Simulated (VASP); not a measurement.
Calculation: r2SCAN meta-GGA, VASP's PBE PAW potentials (set 64) (plane waves; VASP).

The input files of a VASP run:

POSCAR:
```
Na
1
   -1.8882900000     1.8882900000     2.6372750000
    1.8882900000    -1.8882900000     2.6372750000
    1.8882900000     1.8882900000    -2.6372750000
Na
1
Direct
  0.0000000000   0.0000000000   0.0000000000
```

File KPOINTS:
```
Regular mesh
0
G
  12 12 12
```

INCAR:
```
! general
SYSTEM  = Na
PREC    = Accurate
ENCUT   = 400   ! plane-wave cut-off (eV)
LREAL   = .FALSE.
LASPH   = .TRUE.   ! aspherical one-centre terms

! electronic loop
EDIFF   = 1E-6
NELM    = 100   ! most electronic steps
ALGO    = Normal   ! blocked Davidson
LMIXTAU = .TRUE.

! smearing
ISMEAR  = 1   ! Methfessel-Paxton
SIGMA   = 0.1   ! width (eV)

! functional
METAGGA = R2SCAN

! ions
IBRION  = 2   ! conjugate gradients
NSW     = 60   ! most ionic steps
ISIF    = 3
EDIFFG  = -0.01

! output
LWAVE   = .FALSE.
LCHARG  = .FALSE.
```

POTCAR, in this order: Na_pv (PBE.64 set). Program: vasp_std.

Output

OUTCAR:
```
 ion  position               nearest neighbor table
   1  0.000  0.000  0.000-
  LATTYP: Found a body centered tetragonal cell.
 ALAT       =     3.7765800000
 C/A-ratio  =     1.3966472311
 Subroutine PRICEL returns:
 Original cell was already a primitive cell.
 Subroutine GETGRP returns: Found 16 space group operations
The static configuration has the point symmetry D_4h.
The dynamic configuration has the point symmetry D_4h.
 Subroutine INISYM returns: Found 16 space group operations
 Subroutine IBZKPT returns following result:
 Found    163 irreducible k-points:

 Following reciprocal coordinates:
            Coordinates               Weight
  0.000000  0.000000  0.000000      1.000000
  0.083333 -0.000000  0.000000      8.000000
  0.166667  0.000000  0.000000      8.000000
  0.250000  0.000000  0.000000      8.000000
  0.333333 -0.000000  0.000000      8.000000
  0.416667  0.000000 -0.000000      8.000000
  0.500000  0.000000  0.000000      4.000000
  0.083333  0.083333  0.000000      8.000000
  0.166667  0.083333  0.000000     16.000000
...
```

File OSZICAR:
```
       N       E                     dE             d eps       ncg     rms          rms(c)
DAV:   1     0.149794465291E+02    0.14979E+02   -0.36723E+03  2352   0.710E+02
DAV:   2    -0.366387305835E+01   -0.18643E+02   -0.18622E+02  2401   0.136E+02
DAV:   3    -0.402097964906E+01   -0.35711E+00   -0.35708E+00  3024   0.263E+01
DAV:   4    -0.402442504339E+01   -0.34454E-02   -0.34454E-02  2828   0.222E+00
DAV:   5    -0.402448049025E+01   -0.55447E-04   -0.55447E-04  3080   0.235E-01    0.195E-01
DAV:   6    -0.337637683733E+01    0.64810E+00   -0.12963E-01  2282   0.742E+00    0.328E-01
DAV:   7    -0.352677653315E+01   -0.15040E+00   -0.12970E-01  2359   0.373E+00    0.258E-01
DAV:   8    -0.345716350853E+01    0.69613E-01   -0.32205E-02  2310   0.266E+00    0.524E-02
DAV:   9    -0.357210153925E+01   -0.11494E+00   -0.51662E-02  2324   0.235E+00    0.989E-02
DAV:  10    -0.357418662203E+01   -0.20851E-02   -0.69372E-04  2534   0.287E-01    0.936E-02
DAV:  11    -0.356449876497E+01    0.96879E-02   -0.13375E-02  2282   0.179E+00    0.403E-02
DAV:  12    -0.355743816615E+01    0.70606E-02   -0.14773E-03  2282   0.384E-01    0.450E-02
DAV:  13    -0.355748085894E+01   -0.42693E-04   -0.89989E-05  2352   0.108E-01    0.404E-02
DAV:  14    -0.355629412082E+01    0.11867E-02   -0.50829E-03  2282   0.102E+00    0.690E-03
DAV:  15    -0.355604607692E+01    0.24804E-03   -0.30734E-04  2310   0.227E-01    0.818E-03
DAV:  16    -0.355620108689E+01   -0.15501E-03   -0.64838E-05  2310   0.835E-02    0.123E-02
DAV:  17    -0.355598006760E+01    0.22102E-03   -0.52331E-05  2282   0.597E-02    0.149E-02
DAV:  18    -0.355552379796E+01    0.45627E-03   -0.58852E-04  2282   0.292E-01    0.254E-03
DAV:  19    -0.355548797909E+01    0.35819E-04   -0.13240E-05  2373   0.316E-02    0.140E-03
DAV:  20    -0.355547667139E+01    0.11308E-04   -0.11478E-06  2562   0.120E-02    0.209E-03
DAV:  21    -0.355546281097E+01    0.13860E-04   -0.37786E-06  2282   0.200E-02    0.808E-04
DAV:  22    -0.355546320402E+01   -0.39305E-06   -0.21795E-06  2289   0.136E-02
   1 F= -.35554632E+01 E0= -.35555707E+01  d E =-.355546E+01
       N       E                     dE             d eps       ncg     rms          rms(c)
DAV:   1    -0.355563803826E+01   -0.17523E-03   -0.47948E-03  2282   0.160E+00    0.818E-02
DAV:   2    -0.355554005268E+01    0.97986E-04   -0.13828E-04  2310   0.243E-01    0.418E-02
DAV:   3    -0.355550403352E+01    0.36019E-04   -0.90478E-05  2282   0.156E-01    0.524E-03
DAV:   4    -0.355553037618E+01   -0.26343E-04   -0.58508E-05  2282   0.521E-02    0.137E-03
DAV:   5    -0.355552456799E+01    0.58082E-05   -0.22857E-06  2282   0.186E-02    0.650E-04
DAV:   6    -0.355552189379E+01    0.26742E-05   -0.11814E-06  2296   0.101E-02    0.178E-04
DAV:   7    -0.355552045271E+01    0.14411E-05   -0.82823E-07  2289   0.987E-03    0.293E-04
DAV:   8    -0.355552375497E+01   -0.33023E-05   -0.43021E-07  2282   0.688E-03    0.758E-05
DAV:   9    -0.355552439656E+01   -0.64159E-06   -0.32902E-08  1183   0.210E-03
   2 F= -.35555244E+01 E0= -.35556326E+01  d E =-.611925E-04
       N       E                     dE             d eps       ncg     rms          rms(c)
DAV:   1    -0.355688346137E+01   -0.13597E-02   -0.43283E-02  2282   0.479E+00    0.246E-01
DAV:   2    -0.355590481802E+01    0.97864E-03   -0.12196E-03  2436   0.729E-01    0.126E-01
DAV:   3    -0.355566536211E+01    0.23946E-03   -0.74104E-04  2282   0.461E-01    0.160E-02
DAV:   4    -0.355569870374E+01   -0.33342E-04   -0.51939E-04  2282   0.167E-01    0.400E-03
DAV:   5    -0.355562768095E+01    0.71023E-04   -0.28118E-05  2282   0.616E-02    0.206E-03
DAV:   6    -0.355560701890E+01    0.20662E-04   -0.22302E-05  2282   0.464E-02    0.495E-04
DAV:   7    -0.355560689622E+01    0.12268E-06   -0.10713E-05  2282   0.345E-02    0.954E-04
DAV:   8    -0.355561411235E+01   -0.72161E-05   -0.37946E-06  2282   0.205E-02    0.261E-04
DAV:   9    -0.355561599274E+01   -0.18804E-05   -0.37747E-07  2380   0.697E-03    0.983E-05
DAV:  10    -0.355561938140E+01   -0.33887E-05   -0.65135E-08  1162   0.294E-03    0.244E-05
DAV:  11    -0.355561880674E+01    0.57466E-06   -0.25982E-08  1141   0.175E-03
   3 F= -.35556188E+01 E0= -.35557293E+01  d E =-.155603E-03
       N       E                     dE             d eps       ncg     rms          rms(c)
DAV:   1    -0.356091545784E+01   -0.52961E-02   -0.17345E-01  2282   0.955E+00    0.494E-01
DAV:   2    -0.355692613549E+01    0.39893E-02   -0.49266E-03  2415   0.147E+00    0.252E-01
DAV:   3    -0.355604963637E+01    0.87650E-03   -0.26989E-03  2282   0.917E-01    0.321E-02
DAV:   4    -0.355607802731E+01   -0.28391E-04   -0.19601E-03  2282   0.331E-01    0.805E-03
DAV:   5    -0.355575445832E+01    0.32357E-03   -0.15726E-04  2282   0.139E-01    0.410E-03
DAV:   6    -0.355569051563E+01    0.63943E-04   -0.11590E-04  2282   0.106E-01    0.144E-03
DAV:   7    -0.355569418572E+01   -0.36701E-05   -0.43229E-05  2282   0.671E-02    0.149E-03
DAV:   8    -0.355570508831E+01   -0.10903E-04   -0.11870E-05  2282   0.359E-02    0.405E-04
DAV:   9    -0.355571177131E+01   -0.66830E-05   -0.11655E-06  2387   0.126E-02    0.216E-04
DAV:  10    -0.355571918551E+01   -0.74142E-05   -0.31902E-07  2282   0.645E-03    0.424E-05
DAV:  11    -0.355571719597E+01    0.19895E-05   -0.10485E-07  2254   0.370E-03    0.293E-05
DAV:  12    -0.355571739688E+01   -0.20091E-06   -0.66989E-09  1141   0.842E-04
   4 F= -.35557174E+01 E0= -.35558320E+01  d E =-.254193E-03
       N       E                     dE             d eps       ncg     rms          rms(c)
DAV:   1    -0.355718843947E+01   -0.14712E-02   -0.48372E-02  2282   0.511E+00    0.258E-01
DAV:   2    -0.355603889872E+01    0.11495E-02   -0.13298E-03  2464   0.762E-01    0.132E-01
DAV:   3    -0.355600653795E+01    0.32361E-04   -0.87881E-04  2282   0.494E-01    0.165E-02
DAV:   4    -0.355574394432E+01    0.26259E-03   -0.58154E-04  2282   0.181E-01    0.426E-03
DAV:   5    -0.355569176728E+01    0.52177E-04   -0.19390E-05  2282   0.567E-02    0.221E-03
DAV:   6    -0.355569013836E+01    0.16289E-05   -0.18002E-05  2282   0.419E-02    0.426E-04
DAV:   7    -0.355570134986E+01   -0.11211E-04   -0.12102E-05  2282   0.377E-02    0.120E-03
DAV:   8    -0.355568416288E+01    0.17187E-04   -0.52700E-06  2282   0.244E-02    0.364E-04
DAV:   9    -0.355568337469E+01    0.78820E-06   -0.55621E-07  2373   0.818E-03
   5 F= -.35556834E+01 E0= -.35557959E+01  d E =-.220171E-03
```

### OUTCAR
```
------------------------ aborting loop because EDIFF is reached ----------------------------------------
  FORCE on cell =-STRESS in cart. coord.  units (eV):
  Direction    XX          YY          ZZ          XY          YZ          ZX
  --------------------------------------------------------------------------------------
  Total        0.0074656      0.0074656     -0.0075532      0.0000000      0.0000000      0.0000000
  in kB        0.3221944      0.3221944     -0.3259748      0.0000000      0.0000000      0.0000000
  external PRESSURE =       0.1061380 kB  Pullay stress =       0.0000000 kB
  volume of cell :       37.12
      direct lattice vectors                 reciprocal lattice vectors
    -1.881025001  1.881025001  2.623052830     0.000000000  0.265812522  0.190617587
     1.881025001 -1.881025001  2.623052830     0.265812522  0.000000000  0.190617587
     1.881025001  1.881025001 -2.623052830     0.265812522  0.265812522  0.000000000
 POSITION                                       TOTAL-FORCE (eV/Angst)
 -----------------------------------------------------------------------------------
     -0.00000      0.00000      0.00000        -0.000000      0.000000      0.000000
 -----------------------------------------------------------------------------------
    total drift:                               -0.000000     -0.000000      0.000000
  FREE ENERGIE OF THE ION-ELECTRON SYSTEM (eV)
  ---------------------------------------------------
  free  energy   TOTEN  =        -3.5556833747 eV

  energy  without entropy=       -3.5560210031  energy(sigma->0) =       -3.55579592

 reached required accuracy - stopping structural energy minimisation
```
(Selected blocks of OUTCAR.)

CONTCAR:
```
Na
   1.00000000000000
    -1.8810250007602984    1.8810250007602984    2.6230528300677456
     1.8810250007602984   -1.8810250007602984    2.6230528300677456
     1.8810250007602984    1.8810250007602984   -2.6230528300677456
  Na
     1
Direct
     0.0000000000000000    0.0000000000000000    0.0000000000000000
```

The structure comes from a computed database's Na entry (I4/mmm); how it stands against other phases isn't given here. This run relaxes it. Symmetry was kept, so distortions that lower it aren't found.
